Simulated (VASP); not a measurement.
```
AlBN2
1.0
    0.00000     2.01033     2.01033
    2.01033     0.00000     2.01033
    8.06458     8.06458    -0.02327
B N Al
2 4 2
Direct
  0.98901   0.98901   0.00824
  0.02792   0.02792   0.22906
  0.24674   0.24674   0.06495
  0.28800   0.28800   0.28400
  0.24417   0.24417   0.56688
  0.20614   0.20614   0.84540
  0.01863   0.01863   0.48603
  0.97940   0.97940   0.76545
```

Method: PBEsol GGA, VASP's PBE PAW potentials (set 64) (plane waves; VASP). Run with 520 eV cut-off, Gaussian smearing of 0.050 eV, potentials B N Al.

What does the run give for the band gap (along the path) with the smallest direct gap where there is one?

- band gap (along the path) = 2.77 eV
- smallest direct gap (along the path) = 3.64 eV

The structure was generated: Al2B2N4 was put into an ordered model structure (R3m), which need not be its known phase. It was relaxed first.
